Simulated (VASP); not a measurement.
# ScSi2 (P6/mmm) in VASP: further runs

The runs below take ScSi2 through single point, atomic charges, with PBE, optPBE-vdW.

Program: VASP 6.6.1. These are calculated values, not measurements. Logs are shortened: lines on timing, memory, paths and dates and some standing lists are left out, and cuts for length are marked.

## 1. Starting point

Symmetry: P6/mmm, No. 191, hexagonal system. Conventional cell: a = 3.660 Å, b = 3.660 Å, c = 3.870 Å, α = 90.00°, β = 90.00°, γ = 120.00°. Sc (site symmetry 6/mmm) has 12 Si at 2.87 Å as nearest neighbours. Around Si (site symmetry -6m2) lie 3 Si at 2.11 Å.

## 2. Single point, PBE

INCAR

```
SYSTEM = ScSi2
  PREC = Accurate
  ENCUT = 450
  EDIFF = 1E-7
  ISMEAR = 0
  SIGMA = 0.02
  LREAL = .FALSE.
  LASPH = .TRUE.
  NELM = 100
  ALGO = Normal
  ISIF = 2
  LWAVE = .FALSE.
  LCHARG = .FALSE.
  GGA = PE
```

KPOINTS

```
Automatic mesh
0
G
  4 4 4
  0 0 0
```

POSCAR

```
ScSi2
1.0
    3.6600000000      0.0000000000      0.0000000000
   -1.8300000000      3.1696529779      0.0000000000
    0.0000000000      0.0000000000      3.8700000000
Sc Si
1 2
Direct
    0.0000000000      0.0000000000      0.0000000000
    0.6666666667      0.3333333333      0.5000000000
    0.3333333333      0.6666666667      0.5000000000
```

Potentials or basis: VASP PAW PBE potentials, release 64 (Sc_sv_GW, Si_GW).

The run is started by

```console
$ cat potpaw_PBE.64/Sc_sv_GW/POTCAR potpaw_PBE.64/Si_GW/POTCAR > POTCAR
$ mpirun -np 1 vasp_std > vasp.out
```

OUTCAR:

```text
SYSTEM = ScSi2
   PREC = Accurate
   ENCUT = 450
   EDIFF = 1E-7
   ISMEAR = 0
   LREAL = .FALSE.
   LASPH = .TRUE.
   NELM = 100
   ISIF = 2
   GGA = PE

 ion  position               nearest neighbor table
   1  0.000  0.000  0.000-   2 2.87   3 2.87   2 2.87   3 2.87   2 2.87   2 2.87   3 2.87   3 2.87
                             2 2.87   2 2.87   3 2.87   3 2.87
   2  0.667  0.333  0.500-   3 2.11   3 2.11   3 2.11   1 2.87   1 2.87   1 2.87   1 2.87   1 2.87
                             1 2.87
   3  0.333  0.667  0.500-   2 2.11   2 2.11   2 2.11   1 2.87   1 2.87   1 2.87   1 2.87   1 2.87
                             1 2.87

  LATTYP: Found a hexagonal cell.
 ALAT       =     3.6600000000
 C/A-ratio  =     1.0573770492

  Lattice vectors:

 A1 = (   3.6600000000,   0.0000000000,   0.0000000000)
 A2 = (  -1.8300000000,   3.1696529779,   0.0000000000)
 A3 = (   0.0000000000,   0.0000000000,   3.8700000000)

Analysis of symmetry for initial positions (statically):
=====================================================================
 Subroutine PRICEL returns:
 Original cell was already a primitive cell.

 Routine SETGRP: Setting up the symmetry group for a
 hexagonal supercell.

 Subroutine GETGRP returns: Found 24 space group operations
 (whereof 24 operations were pure point group operations)
 out of a pool of 24 trial point group operations.

The static configuration has the point symmetry D_6h.

Analysis of symmetry for dynamics (positions and initial velocities):
=====================================================================
 Subroutine PRICEL returns:
 Original cell was already a primitive cell.

 Routine SETGRP: Setting up the symmetry group for a
 hexagonal supercell.

 Subroutine GETGRP returns: Found 24 space group operations
 (whereof 24 operations were pure point group operations)
 out of a pool of 24 trial point group operations.

The dynamic configuration has the point symmetry D_6h.

 Subroutine INISYM returns: Found 24 space group operations
 (whereof 24 operations are pure point group operations),
 and found     1 'primitive' translations

----------------------------------------------------------------------------------------

                                     Primitive cell

  volume of cell :      44.8956

  direct lattice vectors                    reciprocal lattice vectors
     3.660000000  0.000000000  0.000000000     0.273224044  0.157745975  0.000000000
    -1.830000000  3.169652978  0.000000000     0.000000000  0.315491950  0.000000000
     0.000000000  0.000000000  3.870000000     0.000000000  0.000000000  0.258397933

  length of vectors
     3.660000000  3.660000000  3.870000000     0.315491950  0.315491950  0.258397933

  position of ions in fractional coordinates (direct lattice)
     0.000000000  0.000000000  0.000000000
     0.666666667  0.333333333  0.500000000
     0.333333333  0.666666667  0.500000000

  ion indices of the primitive-cell ions
   primitive index   ion index
                 1           1
                 2           2
                 3           3

----------------------------------------------------------------------------------------

 KPOINTS: Automatic mesh

Automatic generation of k-mesh.
 Grid dimensions read from file:
 generate k-points for:    4    4    4

 Generating k-lattice:

  Cartesian coordinates                     Fractional coordinates (reciprocal lattice)
     0.068306011  0.039436494  0.000000000     0.250000000 -0.000000000  0.000000000
     0.000000000  0.078872988  0.000000000     0.000000000  0.250000000  0.000000000
     0.000000000  0.000000000  0.064599483     0.000000000  0.000000000  0.250000000

  Length of vectors
     0.078872988  0.078872988  0.064599483

  Shift w.r.t. Gamma in fractional coordinates (k-lattice)
     0.000000000  0.000000000  0.000000000

 Subroutine IBZKPT returns following result:
 ===========================================

 Found     12 irreducible k-points:

 Following reciprocal coordinates:
            Coordinates               Weight
  0.000000  0.000000  0.000000      1.000000
  0.250000 -0.000000  0.000000      6.000000
  0.500000 -0.000000  0.000000      3.000000
  0.250000  0.250000  0.000000      6.000000
  0.000000  0.000000  0.250000      2.000000
  0.250000 -0.000000  0.250000     12.000000
  0.500000 -0.000000  0.250000      6.000000
  0.250000  0.250000  0.250000     12.000000
  0.000000  0.000000  0.500000      1.000000
  0.250000 -0.000000  0.500000      6.000000
  0.500000 -0.000000  0.500000      3.000000
  0.250000  0.250000  0.500000      6.000000
   k-points           NKPTS =     12   k-points in BZ     NKDIM =     12   number of bands    NBANDS=     13
   number of dos      NEDOS =    301   number of ions     NIONS =      3
   total plane-waves  NPLWV =  21952
   dimension x,y,z NGX =    28 NGY =   28 NGZ =   28
   dimension x,y,z NGXF=    56 NGYF=   56 NGZF=   56
   ions per type =               1   2
[... 77 lines left out ...]
      7       6.7001      2.00000
      8       6.7001      2.00000
      9       8.0437      2.00000
     10      11.2686      0.00000
     11      11.2686      0.00000
     12      11.3123      0.00000
     13      11.7566      0.00000

 k-point     2 :       0.2500   -0.0000    0.0000
  band No.  band energies     occupation
      1     -39.5099      2.00000
      2     -18.2198      2.00000
      3     -18.1704      2.00000
      4     -18.1659      2.00000
      5      -2.7999      2.00000
      6       3.6151      2.00000
      7       6.1067      2.00000
      8       6.6884      2.00000
      9       8.0270      2.00000
     10      10.4509      0.00000
     11      11.2829      0.00000
     12      11.5921      0.00000
     13      11.8445      0.00000

 k-point     3 :       0.5000   -0.0000    0.0000
  band No.  band energies     occupation
      1     -39.5046      2.00000
      2     -18.2826      2.00000
      3     -18.1849      2.00000
      4     -18.1554      2.00000
      5      -0.7684      2.00000
      6       0.3806      2.00000
      7       5.6623      2.00000
      8       6.9148      2.00000
      9       7.4046      2.00000
     10      10.6252      0.00000
     11      10.8944      0.00000
     12      12.3817      0.00000
     13      12.7668      0.00000

 k-point     4 :       0.2500    0.2500    0.0000
  band No.  band energies     occupation
      1     -39.5046      2.00000
      2     -18.2584      2.00000
      3     -18.2095      2.00000
      4     -18.1555      2.00000
      5      -1.1578      2.00000
      6       1.5591      2.00000
      7       3.5834      2.00000
      8       7.1518      2.00000
      9       9.1003      2.00000
     10       9.8491      2.00000
     11      10.6086      0.00000
     12      12.6487      0.00000
     13      13.3123      0.00000

 k-point     5 :       0.0000    0.0000    0.2500
  band No.  band energies     occupation
      1     -39.5136      2.00000
      2     -18.2129      2.00000
      3     -18.1532      2.00000
      4     -18.1532      2.00000
      5      -3.2918      2.00000
      6       4.2001      2.00000
      7       7.0586      2.00000
      8       7.0586      2.00000
      9       9.6791      2.00000
     10       9.6791      2.00000
     11      10.3017      1.99968
     12      11.5520      0.00000
     13      11.5583      0.00000
[... 65 lines left out ...]
 k-point    10 :       0.2500   -0.0000    0.5000
  band No.  band energies     occupation
      1     -39.5069      2.00000
      2     -18.2314      2.00000
      3     -18.2102      2.00000
      4     -18.1645      2.00000
      5      -2.1143      2.00000
      6       3.7387      2.00000
      7       4.0924      2.00000
      8       5.9605      2.00000
      9       8.5439      2.00000
     10       9.7448      2.00000
     11      11.1712      0.00000
     12      11.6593      0.00000
     13      12.0870      0.00000

 k-point    11 :       0.5000   -0.0000    0.5000
  band No.  band energies     occupation
      1     -39.5018      2.00000
      2     -18.2692      2.00000
      3     -18.2138      2.00000
      4     -18.1786      2.00000
      5      -0.7219      2.00000
      6       1.3039      2.00000
      7       5.2171      2.00000
      8       5.8136      2.00000
      9       6.2798      2.00000
     10       9.8507      2.00000
     11      12.1259      0.00000
     12      12.7696      0.00000
     13      13.3524      0.00000

 k-point    12 :       0.2500    0.2500    0.5000
  band No.  band energies     occupation
      1     -39.5018      2.00000
      2     -18.2467      2.00000
      3     -18.2138      2.00000
      4     -18.2014      2.00000
      5      -0.8180      2.00000
      6       1.8125      2.00000
      7       4.1824      2.00000
      8       5.3224      2.00000
      9       7.1307      2.00000
     10      11.6678      0.00000
     11      11.8844      0.00000
     12      12.3519      0.00000
     13      13.1506      0.00000

------------------------ aborting loop because EDIFF is reached ----------------------------------------

  FORCE on cell =-STRESS in cart. coord.  units (eV):
  Direction    XX          YY          ZZ          XY          YZ          ZX
  --------------------------------------------------------------------------------------
  -------------------------------------------------------------------------------------
  Total       10.5219902     10.5219902      0.4912510      0.0000000      0.0000000      0.0000000
  in kB      375.4954753    375.4954753     17.5311426      0.0000000      0.0000000      0.0000000
  external PRESSURE =     256.1740311 kB  Pullay stress =       0.0000000 kB

 VOLUME and BASIS-vectors are now :
 -----------------------------------------------------------------------------
  energy-cutoff  :      450.00
  volume of cell :       44.90
      direct lattice vectors                 reciprocal lattice vectors
     3.660000000  0.000000000  0.000000000     0.273224044  0.157745975  0.000000000
    -1.830000000  3.169652978  0.000000000     0.000000000  0.315491950  0.000000000
     0.000000000  0.000000000  3.870000000     0.000000000  0.000000000  0.258397933

 POSITION                                       TOTAL-FORCE (eV/Angst)
 -----------------------------------------------------------------------------------
      0.00000      0.00000      0.00000        -0.000000      0.000000     -0.000000
      1.83000      1.05655      1.93500         0.000000     -0.000000      0.000000
     -0.00000      2.11310      1.93500        -0.000000      0.000000     -0.000000
 -----------------------------------------------------------------------------------
    total drift:                               -0.000000      0.000000      0.000000

  FREE ENERGIE OF THE ION-ELECTRON SYSTEM (eV)
  ---------------------------------------------------
  free  energy   TOTEN  =       -19.8753532525 eV

  energy  without entropy=      -19.8732367681  energy(sigma->0) =      -19.87429501
```

It took 11 s on 1 thread of Intel Xeon Platinum 8488C (Sapphire Rapids), shared host; peak memory 0.16 GiB.

Results:

```
Free energy            : -19.8754 eV
Pressure               : 25.6 GPa
Band gap on the k mesh : none (metal or under the smearing width)
```

Stress tensor (GPa, compression positive):
```
37.55  0.00  0.00
 0.00 37.55  0.00
 0.00  0.00  1.75
```

Levels at points of the mesh, in eV from the Fermi level:
```csv
k point,band 6,band 7,band 8,band 9,band 10,band 11,band 12,band 13
"(0.00, 0.00, 0.00)",-3.78,-3.65,-3.65,-2.31,0.92,0.92,0.96,1.40
"(0.50, 0.00, 0.00)",-9.97,-4.69,-3.44,-2.95,0.27,0.54,2.03,2.41
"(0.00, 0.00, 0.50)",-7.57,-2.77,-2.77,-1.31,-1.31,0.05,0.05,2.34
"(0.50, 0.00, 0.50)",-9.05,-5.14,-4.54,-4.07,-0.50,1.77,2.42,3.00
```

Caveat: the k mesh is coarse (spacing up to 0.50 Å⁻¹), so the values aren't converged; the cutoff is under 1.25 times the usual one of these potentials, so pressure, stress and relaxed cells hold a basis-set (Pulay) error; so large a pressure means that the cell lies far from this level's equilibrium, or that cutoff or potentials fall short.

## 3. Single point, PBE

INCAR

```
ALGO = Normal
EDIFF = 1E-7
ENCUT = 450
GGA = PE
ISIF = 2
ISMEAR = 0
LASPH = True
LCHARG = False
LREAL = False
LWAVE = False
NBANDS = 16
NELM = 60
PREC = Accurate
SIGMA = 0.02
```

KPOINTS

```
k-points
0
Gamma
  4 4 4
```

POSCAR is that of step 2.

Potentials or basis: VASP PAW PBE potentials, release 64 (Sc_sv_GW, Si_GW).

The run is started by

```console
$ cat potpaw_PBE.64/Sc_sv_GW/POTCAR potpaw_PBE.64/Si_GW/POTCAR > POTCAR
$ mpirun -np 1 vasp_std > vasp.out
```

It took 27 s on 1 thread of AMD EPYC 7R43 (Zen 3), shared host; peak memory 0.13 GiB.

The run converged. Its results:

- Free energy: -19.8754 eV
- Pressure: 25.6 GPa
- Band gap on the k mesh: none (metal or under the smearing width)

Stress tensor (GPa, compression positive):
```
37.55  0.00  0.00
 0.00 37.55  0.00
 0.00  0.00  1.75
```

Levels at points of the mesh, in eV from the Fermi level:
| k point | band 7 | band 8 | band 9 | band 10 | band 11 | band 12 |
| --- | --- | --- | --- | --- | --- | --- |
| (0.00, 0.00, 0.00) | -3.65 | -3.65 | -2.31 | 0.92 | 0.92 | 0.96 |
| (0.50, 0.00, 0.00) | -4.69 | -3.44 | -2.95 | 0.27 | 0.54 | 2.03 |
| (0.00, 0.00, 0.50) | -2.77 | -2.77 | -1.31 | -1.31 | 0.05 | 0.05 |
| (0.50, 0.00, 0.50) | -5.14 | -4.54 | -4.07 | -0.50 | 1.77 | 2.38 |

Caveat: the k mesh is coarse (spacing up to 0.50 Å⁻¹), so the values aren't converged; the cutoff is under 1.25 times the usual one of these potentials, so pressure, stress and relaxed cells hold a basis-set (Pulay) error; so large a pressure means that the cell lies far from this level's equilibrium, or that cutoff or potentials fall short.

## 4. Atomic charges, optPBE-vdW

INCAR

```
  PREC = Accurate
  ENCUT = 520
  EDIFF = 1E-4
  ISMEAR = 0
  SIGMA = 0.1
  LREAL = F
  LASPH = T
  NELM = 80
  ALGO = Fast
  ISIF = 2
  LWAVE = F
  LCHARG = F
  GGA = OR
  LUSE_VDW = T
  AGGAC = 0.0
  LORBIT = 11
```

ScSi2.cif

```cif
data_ScSi2
_cell_length_a 3.66000000
_cell_length_b 3.66000000
_cell_length_c 3.87000000
_cell_angle_alpha 90.00000000
_cell_angle_beta 90.00000000
_cell_angle_gamma 120.00000000
_space_group_name_H-M_alt 'P6/mmm'
_space_group_name_Hall '-P 6 2'
_space_group_IT_number 191
loop_
_space_group_symop_operation_xyz
'x,y,z'
'-x,-y,-z'
'x-y,x,z'
'-x+y,-x,-z'
'-y,x-y,z'
'y,-x+y,-z'
'-x,-y,z'
'x,y,-z'
'-x+y,-x,z'
'x-y,x,-z'
'y,-x+y,z'
'-y,x-y,-z'
'-y,-x,-z'
'y,x,z'
'-x,-x+y,-z'
'x,x-y,z'
'-x+y,y,-z'
'x-y,-y,z'
'y,x,-z'
'-y,-x,z'
'x,x-y,-z'
'-x,-x+y,z'
'x-y,-y,-z'
'-x+y,y,z'
loop_
_atom_site_label
_atom_site_type_symbol
_atom_site_symmetry_multiplicity
_atom_site_Wyckoff_symbol
_atom_site_fract_x
_atom_site_fract_y
_atom_site_fract_z
_atom_site_occupancy
Sc1 Sc 1 a 0.0000000000 0.0000000000 0.0000000000 1
Si1 Si 2 d 0.6666666667 0.3333333333 0.5000000000 1
```

KPOINTS

```
regular mesh
0
Gamma
  8 8 7
```

POSCAR

```
Sc Si
 1.0000000000000000
     3.6600000000000001    0.0000000000000000    0.0000000000000000
    -1.8299999999999992    3.1696529778510456    0.0000000000000000
     0.0000000000000000    0.0000000000000000    3.8700000000000001
 Sc  Si 
   1   2
Cartesian
  0.0000000000000000  0.0000000000000000  0.0000000000000000
  1.8300000001830004  1.0565509925113603  1.9349999999999998
 -0.0000000001829992  2.1131019853396853  1.9350000000000001
```

Potentials or basis: VASP PAW PBE potentials, release 64 (Sc_sv, Si).

The run is started by

```console
$ ase convert -i cif -o vasp ScSi2.cif POSCAR
$ cat potpaw_PBE.64/Sc_sv/POTCAR potpaw_PBE.64/Si/POTCAR > POTCAR
$ mpirun -np 1 vasp_std > vasp.out
```

Wall time 58 s (1 thread of Intel Xeon Platinum 8488C (Sapphire Rapids), shared host); peak memory 0.34 GiB.

The run converged, but some of its settings lie outside the range that counts as converged (typed here: ALGO = Fast; EDIFF = 0.0001), so its numbers aren't taken as properties of the crystal.

What came out:

| Property | Result |
| --- | --- |
| Free energy | -11.5032 eV |
| Pressure | 26.1 GPa |
| Band gap on the k mesh | none (metal or under the smearing width) |
| Valence electrons inside the program's atomic spheres | Sc 9.56; Si 1.87 |

Caveat: the PAW data sets were made with another functional, which shifts forces and pressure a little.

## 5. Single point, PBE

INCAR

```
SYSTEM = ScSi2
PREC = Accurate ; ENCUT = 350
EDIFF = 1E-6 ; ISMEAR = 0
SIGMA = 0.02 ; LREAL = .FALSE.
LASPH = .TRUE. ; NELM = 60
ALGO = Normal ; ISIF = 2
LWAVE = .FALSE. ; LCHARG = .FALSE.
GGA = PE ; NBANDS = 16
```

KPOINTS

```
Automatic mesh
0
G
  4 4 3
  0 0 0
```

POSCAR

```
ScSi2
1.0
    3.6600000000      0.0000000000      0.0000000000
   -1.8300000000      3.1696529779      0.0000000000
    0.0000000000      0.0000000000      3.8700000000
Sc Si
1 2
Direct
    0.0000000000      0.0000000000      0.0000000000
    0.6666666667      0.3333333333      0.5000000000
    0.3333333333      0.6666666667      0.5000000000
```

Potentials or basis: VASP PAW PBE potentials, release 64 (Sc_sv_GW, Si_GW).

The run is started by

```console
$ cat potpaw_PBE.64/Sc_sv_GW/POTCAR potpaw_PBE.64/Si_GW/POTCAR > POTCAR
$ mpirun -np 1 vasp_std > vasp.out
```

It took 4.5 s on 1 thread of Intel Xeon 6975P-C (Granite Rapids), shared host; peak memory 0.14 GiB.

The run converged, but a check on its numbers failed (symmetry, net force, bounds or a known fault of this set-up), so they aren't taken as properties of the crystal.

Caveat: the k mesh is coarse (spacing up to 0.54 Å⁻¹), so the values aren't converged; the cutoff lies under the usual one of these potentials, so the numbers hold a large basis-set error.
